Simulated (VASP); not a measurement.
# Ba3TeC3 (Pm-3m) in VASP: relaxation of cell and atoms with PBE

Aim: the relaxation of cell and atoms of Ba3TeC3 with PBE.

Everything below comes from runs of VASP 6.6.1. Logs are shortened: lines on timing, memory, paths and dates and some standing lists are left out, and cuts for length are marked.

## 1. The cell of the first run

It takes space group Pm-3m (No. 221, cubic). Conventional cell: a = 5.716 Å, b = 5.716 Å, c = 5.716 Å, α = 90.00°, β = 90.00°, γ = 90.00°. Ba (site symmetry 4/mmm) has 2 Te at 2.86 Å and 4 C at 2.86 Å as nearest neighbours. Te (site symmetry m-3m) is surrounded by 6 Ba at 2.86 Å. C (site symmetry 4/mmm) has 4 Ba at 2.86 Å as nearest neighbours.

The cell was built by a generator and needn't be a form met in nature.

## 2. Relaxation of cell and atoms, PBE (species swapped into the Ce3GaBr3 type (Pm-3m, No. 221))

The input, INCAR:

```
SYSTEM = Ba3TeC3
PREC = Accurate
ENCUT = 600
EDIFF = 1E-6
ISMEAR = 0
SIGMA = 0.1
LREAL = .FALSE.
LASPH = .TRUE.
NELM = 100
ALGO = Fast
ISIF = 3
LWAVE = .FALSE.
LCHARG = .FALSE.
GGA = PE
IBRION = 2
NSW = 90
EDIFFG = -0.04
```

The input, KPOINTS:

```
Automatic mesh
0
G
  4 4 4
  0 0 0
```

The input, POSCAR:

```
Ba3TeC3
1.0
    5.7163331400      0.0000000000      0.0000000000
    0.0000000000      5.7163331400      0.0000000000
    0.0000000000      0.0000000000      5.7163331400
Ba Te C
3 1 3
Direct
    0.5000000000      0.5000000000      0.0000000000
    0.0000000000      0.5000000000      0.5000000000
    0.5000000000      0.0000000000      0.5000000000
    0.5000000000      0.5000000000      0.5000000000
    0.5000000000      0.0000000000      0.0000000000
    0.0000000000      0.5000000000      0.0000000000
    0.0000000000      0.0000000000      0.5000000000
```

Potentials or basis: VASP PAW PBE potentials, release 64 (Ba_sv, Te, C).

On the command line:

```console
$ cat potpaw_PBE.64/Ba_sv/POTCAR potpaw_PBE.64/Te/POTCAR potpaw_PBE.64/C/POTCAR > POTCAR
$ mpirun -np 1 vasp_std > vasp.out
```

OUTCAR:

```text
SYSTEM = Ba3TeC3
   PREC = Accurate
   ENCUT = 600
   EDIFF = 1E-6
   ISMEAR = 0
   LREAL = .FALSE.
   LASPH = .TRUE.
   NELM = 100
   ISIF = 3
   GGA = PE
   IBRION = 2
   NSW = 90
   EDIFFG = -0.04

 ion  position               nearest neighbor table
   1  0.500  0.500  0.000-   4 2.86   5 2.86   6 2.86   4 2.86   5 2.86   6 2.86   3 4.04   3 4.04
                             3 4.04   2 4.04   3 4.04   2 4.04   2 4.04   2 4.04
   2  0.000  0.500  0.500-   4 2.86   6 2.86   7 2.86   6 2.86   7 2.86   4 2.86   3 4.04   3 4.04
                             1 4.04   1 4.04   3 4.04   1 4.04   1 4.04   3 4.04
   3  0.500  0.000  0.500-   4 2.86   5 2.86   7 2.86   5 2.86   4 2.86   7 2.86   2 4.04   1 4.04
                             2 4.04   1 4.04   1 4.04   2 4.04   1 4.04   2 4.04
   4  0.500  0.500  0.500-   1 2.86   2 2.86   3 2.86   1 2.86   3 2.86   2 2.86
   5  0.500  0.000  0.000-   1 2.86   3 2.86   3 2.86   1 2.86
   6  0.000  0.500  0.000-   1 2.86   2 2.86   2 2.86   1 2.86
   7  0.000  0.000  0.500-   2 2.86   3 2.86   2 2.86   3 2.86

  LATTYP: Found a simple cubic cell.
 ALAT       =     5.7163331400

  Lattice vectors:

 A1 = (   5.7163331400,   0.0000000000,   0.0000000000)
 A2 = (   0.0000000000,   5.7163331400,   0.0000000000)
 A3 = (   0.0000000000,   0.0000000000,   5.7163331400)

Analysis of symmetry for initial positions (statically):
=====================================================================
 Subroutine PRICEL returns:
 Original cell was already a primitive cell.

 Routine SETGRP: Setting up the symmetry group for a
 simple cubic supercell.

 Subroutine GETGRP returns: Found 48 space group operations
 (whereof 48 operations were pure point group operations)
 out of a pool of 48 trial point group operations.

The static configuration has the point symmetry O_h .

Analysis of symmetry for dynamics (positions and initial velocities):
=====================================================================
 Subroutine PRICEL returns:
 Original cell was already a primitive cell.

 Routine SETGRP: Setting up the symmetry group for a
 simple cubic supercell.

 Subroutine GETGRP returns: Found 48 space group operations
 (whereof 48 operations were pure point group operations)
 out of a pool of 48 trial point group operations.

The dynamic configuration has the point symmetry O_h .

 Subroutine INISYM returns: Found 48 space group operations
 (whereof 48 operations are pure point group operations),
 and found     1 'primitive' translations

----------------------------------------------------------------------------------------

                                     Primitive cell

  volume of cell :     186.7896

  direct lattice vectors                    reciprocal lattice vectors
     5.716333140  0.000000000  0.000000000     0.174937320  0.000000000  0.000000000
     0.000000000  5.716333140  0.000000000     0.000000000  0.174937320  0.000000000
     0.000000000  0.000000000  5.716333140     0.000000000  0.000000000  0.174937320

  length of vectors
     5.716333140  5.716333140  5.716333140     0.174937320  0.174937320  0.174937320

  position of ions in fractional coordinates (direct lattice)
     0.500000000  0.500000000  0.000000000
     0.000000000  0.500000000  0.500000000
     0.500000000  0.000000000  0.500000000
     0.500000000  0.500000000  0.500000000
     0.500000000  0.000000000  0.000000000
     0.000000000  0.500000000  0.000000000
     0.000000000  0.000000000  0.500000000

  ion indices of the primitive-cell ions
   primitive index   ion index
                 1           1
                 2           2
                 3           3
                 4           4
                 5           5
                 6           6
                 7           7

----------------------------------------------------------------------------------------

 KPOINTS: Automatic mesh

Automatic generation of k-mesh.
 Grid dimensions read from file:
 generate k-points for:    4    4    4

 Generating k-lattice:

  Cartesian coordinates                     Fractional coordinates (reciprocal lattice)
     0.043734330  0.000000000  0.000000000     0.250000000  0.000000000  0.000000000
     0.000000000  0.043734330  0.000000000     0.000000000  0.250000000  0.000000000
     0.000000000  0.000000000  0.043734330     0.000000000  0.000000000  0.250000000

  Length of vectors
     0.043734330  0.043734330  0.043734330

  Shift w.r.t. Gamma in fractional coordinates (k-lattice)
     0.000000000  0.000000000  0.000000000

 Subroutine IBZKPT returns following result:
 ===========================================

 Found     10 irreducible k-points:

 Following reciprocal coordinates:
            Coordinates               Weight
  0.000000  0.000000  0.000000      1.000000
  0.250000  0.000000  0.000000      6.000000
  0.500000  0.000000  0.000000      3.000000
  0.250000  0.250000  0.000000     12.000000
  0.500000  0.250000  0.000000     12.000000
  0.500000  0.500000  0.000000      3.000000
  0.250000  0.250000  0.250000      8.000000
  0.500000  0.250000  0.250000     12.000000
  0.500000  0.500000  0.250000      6.000000
  0.500000  0.500000  0.500000      1.000000
   k-points           NKPTS =     10   k-points in BZ     NKDIM =     10   number of bands    NBANDS=     28
   number of dos      NEDOS =    301   number of ions     NIONS =      7
   total plane-waves  NPLWV = 110592
   dimension x,y,z NGX =    48 NGY =   48 NGZ =   48
   dimension x,y,z NGXF=    96 NGYF=   96 NGZF=   96
   ions per type =               3   1   3
   NGX,Y,Z   is equivalent  to a cutoff of  13.96, 13.96, 13.96 a.u.
   NGXF,Y,Z  is equivalent  to a cutoff of  27.92, 27.92, 27.92 a.u.
 SYSTEM =  Ba3TeC3
   PREC   = accura    normal or accurate (medium, high low for compatibility)
   ISTART =      0    job   : 0-new  1-cont  2-samecut
   ICHARG =      2    charge: 1-file 2-atom 10-const
   ISPIN  =      1    spin polarized calculation?
   LNONCOLLINEAR =      F non collinear calculations
   LSORBIT =      F    spin-orbit coupling
   LASPH  =      T    aspherical Exc in radial PAW
   ENCUT  =  600.0 eV  44.10 Ry    6.64 a.u.  11.42 11.42 11.42*2*pi/ulx,y,z
   NELM   =    100;   NELMIN=  2; NELMDL= -5     # of ELM steps
   EDIFF  = 0.1E-05   stopping-criterion for ELM
   LREAL  =      F    real-space projection
   EDIFFG = -.4E-01   stopping-criterion for IOM
   NSW    =     90    number of steps for IOM
   IBRION =      2    ionic relax: 0-MD 1-quasi-New 2-CG
   NFREE  =      1    steps in history (QN), initial steepest desc. (CG)
   ISIF   =      3    stress and relaxation
   ISYM   =      2    0-nonsym 1-usesym 2-fastsym
   POTIM  = 0.5000    time-step for ionic-motion
   TEBEG  =    0.0;   TEEND  =   0.0 temperature during run
   PSTRESS=    0.0 pullay stress
   NELECT =      48.0000    total number of electrons
   NUPDOWN=      -1.0000    fix difference up-down
   EMIN   =  10.00;   EMAX   =-10.00  energy-range for DOS
   EFERMI =   0.00;   METHOD = LEGACY
   ISMEAR =     0;   SIGMA  =   0.10  broadening in eV -4-tet -1-fermi 0-gaus
   EFERMI_NEDOS =   21; number of points for ismear=-14 and -15
   IALGO  =     68    algorithm
   IMIX   =      4    mixing-type and parameters
     AMIX     =   0.40;   BMIX     =  1.00
     AMIX_MAG =   1.60;   BMIX_MAG =  1.00
  volume/ion in A,a.u.               =      26.68       180.07
  Fermi-wavevector in a.u.,A,eV,Ry     =   1.040809  1.966844 14.738966  1.083283
  Thomas-Fermi vector in A             =   2.175401
   LORBIT       =      0    0 simple, 1 ext, 2 COOP (PROOUT), +10 PAW based schemes
   GGA     = PE    functional components
   LHFCALC =     F    Hartree Fock is set to
   AEXX    =    0.0000 exact exchange contribution
   IVDW    =     0    specifies the selected vdW correction
   LEPSILON=     F    determine dielectric tensor
   LRPA    =     F    only Hartree local field effects (RPA)
 conjugate gradient relaxation of ions
 non-spin polarized calculation
 RMM-DIIS sequential band-by-band and
 Gauss-broadening in eV      SIGMA  =   0.10
  energy-cutoff  :      600.00
  volume of cell :      186.79
 maximum number of plane-waves:      6302
 NGX is ok and might be reduce to    48
   NGX = 23   NGY = 23   NGZ = 23

--------------------------------------- Ionic step        1  -------------------------------------------

 number of electron      47.9999999 magnetization

 Free energy of the ion-electron system (eV)
  ---------------------------------------------------
  ext. energy  EPLUGINS =         0.00000000
  ---------------------------------------------------
  free energy    TOTEN  =       -20.72205208 eV

  energy without entropy =      -20.62768790  energy(sigma->0) =      -20.67486999

 E-fermi :   2.2237     XC(G=0):  -8.9253

 val. band max:        2.1872596067   @ k =   0.2500   0.2500   0.2500
 cond. band min:       2.2315100205   @ k =   0.2500   0.2500   0.0000
 fundamental gap:      0.0442504138
 Fermi energy:         2.2236708289

 k-point     1 :       0.0000    0.0000    0.0000
  band No.  band energies     occupation
      1     -24.1271      2.00000
      2     -23.8971      2.00000
      3     -23.8971      2.00000
      4     -10.4787      2.00000
      5     -10.4787      2.00000
      6     -10.4787      2.00000
[... 378 lines left out ...]
  energy  without entropy=      -24.0646468673  energy(sigma->0) =      -24.12091475

--------------------------------------- Ionic step        3  -------------------------------------------

 number of electron      47.9999997 magnetization

 Free energy of the ion-electron system (eV)
  ---------------------------------------------------
  ext. energy  EPLUGINS =         0.00000000
  ---------------------------------------------------
  free energy    TOTEN  =       -24.22562093 eV

  energy without entropy =      -24.11523996  energy(sigma->0) =      -24.17043045

 E-fermi :   0.6321     XC(G=0):  -7.5162

 val. band max:        0.6111110012   @ k =   0.5000   0.2500   0.0000
 cond. band min:       0.6413472631   @ k =   0.2500   0.2500   0.0000
 fundamental gap:      0.0302362619
 Fermi energy:         0.6320736474

 k-point     1 :       0.0000    0.0000    0.0000
  band No.  band energies     occupation
      1     -26.4403      2.00000
      2     -26.3982      2.00000
      3     -26.3982      2.00000
      4     -11.9789      2.00000
      5     -11.9789      2.00000
      6     -11.9789      2.00000
[... 333 lines left out ...]
  FREE ENERGIE OF THE ION-ELECTRON SYSTEM (eV)
  ---------------------------------------------------
  free  energy   TOTEN  =       -24.2256209294 eV

  energy  without entropy=      -24.1152399606  energy(sigma->0) =      -24.17043045

 reached required accuracy - stopping structural energy minimisation
```

Wall time 4.8 min (1 thread of Intel Xeon Platinum 8488C (Sapphire Rapids), shared host); peak memory 0.37 GiB.

Results:

```yaml
Free_energy: -24.2256 eV
Relaxed_volume: 38.04 Å³/atom
Relaxed_cell: a = 6.434 Å, b = 6.434 Å, c = 6.434 Å, α = 90.00°, β = 90.00°, γ = 90.00°
Space_group_after_relaxing_to_0.05_Å: Pm-3m (No. 221)
Energy_gained_by_relaxing: 500.5 meV/atom
Ionic_steps: 3
Pressure_after_relaxing: 0.1 GPa
Band_gap_on_the_k_mesh: none (metal or under the smearing width)
```

Step by step:
```
step  energy change (eV)  largest force (eV/Å)  pressure (GPa)  volume (Å³)
   1              0.0000                0.0000           18.04       186.79
   2             -3.4551                0.0000           -1.14       280.35
   3             -3.5036                0.0000            0.09       266.29
```

Final structure:
```yaml
crystal:
  lattice:
    - [6.43359, 0.00000, 0.00000]
    - [0.00000, 6.43359, 0.00000]
    - [0.00000, 0.00000, 6.43359]
  atoms:
    - { symbol: Ba, position: [0.50000, 0.50000, 0.00000] }
    - { symbol: Ba, position: [0.00000, 0.50000, 0.50000] }
    - { symbol: Ba, position: [0.50000, 0.00000, 0.50000] }
    - { symbol: Te, position: [0.50000, 0.50000, 0.50000] }
    - { symbol: C, position: [0.50000, 0.00000, 0.00000] }
    - { symbol: C, position: [0.00000, 0.50000, 0.00000] }
    - { symbol: C, position: [0.00000, 0.00000, 0.50000] }
```

Caveat: the volume moved by over 15 % at a fixed basis, so the end points are rough. Spin-orbit coupling is left out, which matters for the levels of Ba, Te.
